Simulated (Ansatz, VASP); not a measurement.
## One calculation of LuSeBr, two programs

INCAR

```
SYSTEM = LuSeBr
  PREC = Accurate
  ENCUT = 520
  EDIFF = 1E-6
  ISMEAR = 0
  SIGMA = 0.1
  LREAL = .FALSE.
  LASPH = .TRUE.
  NELM = 60
  ALGO = Normal
  ISIF = 2
  LWAVE = .FALSE.
  LCHARG = .TRUE.
  GGA = PE
  LELF = .TRUE.
  LVHAR = .TRUE.
  NBANDS = 26
```

KPOINTS

```
regular mesh
0
G
  6 6 4
  0 0 0
```

The input POSCAR:

```
LuSeBr
1.0
    4.5236900400      0.0000000000      0.0000000000
   -2.2618450200      3.9176305000      0.0000000000
    0.0000000000      0.0000000000      5.5317367500
Lu Se Br
1 1 1
Direct
    0.6666666700      0.3333333300      0.5000000000
    0.0000000000      0.0000000000      0.0000000000
    0.3333333300      0.6666666700      0.5000000000
```

Input for Ansatz:

```yaml
crystal:
  lattice:
    - [4.52369004, 0.0, 0.0]
    - [-2.26184502, 3.9176305, 0.0]
    - [0.0, 0.0, 5.53173675]
  atoms:
    - { symbol: Lu, position: [0.66666667, 0.33333333, 0.5] }
    - { symbol: Se, position: [0.0, 0.0, 0.0] }
    - { symbol: Br, position: [0.33333333, 0.66666667, 0.5] }
basis:
  ecutwfc: 420
kpoints:
  mp_grid: { grid: [6, 6, 4] }
hamiltonian:
  xc: pbe
scf:
  occupations: { method: gaussian, width: 0.1 }
  lower_state_search: "off"
output:
  forces: true
  stress: true
  eigenvalues: true
```

Change from the starting cell: species swapped into the BaGaSi type (P-6m2, No. 187).

Alike in both runs: task single point; functional PBE; k mesh 6 × 6 × 4; occupations gaussian, width 0.1 eV; no spin polarisation.

|  | VASP | Ansatz |
| --- | --- | --- |
| version | VASP 6.6.1 | Ansatz 0.2.0 |
| potentials or method | VASP PAW PBE potentials, release 64 (Lu, Se, Br) | scalar-relativistic, plane waves, PAW |
| plane-wave cutoff (eV) | 520 | 420 |
| valence electrons in the cell | 38 | 48 |

VASP gave:

```
gap on the k mesh at the Fermi level (eV)       : none
pressure (GPa)                                  : -2.3
largest component of the traceless stress (GPa) : 13.03
```

Task: Estimate Ansatz's values.

Result: gap on the k mesh at the Fermi level (eV): none; pressure (GPa): -2.4; largest component of the traceless stress (GPa): 12.88.

A gap of «none» marks a metal or a gap that the smearing closes. The two sets of potentials don't hold the same shells in valence.

Spin-orbit coupling is left out, which matters for the levels of Lu.
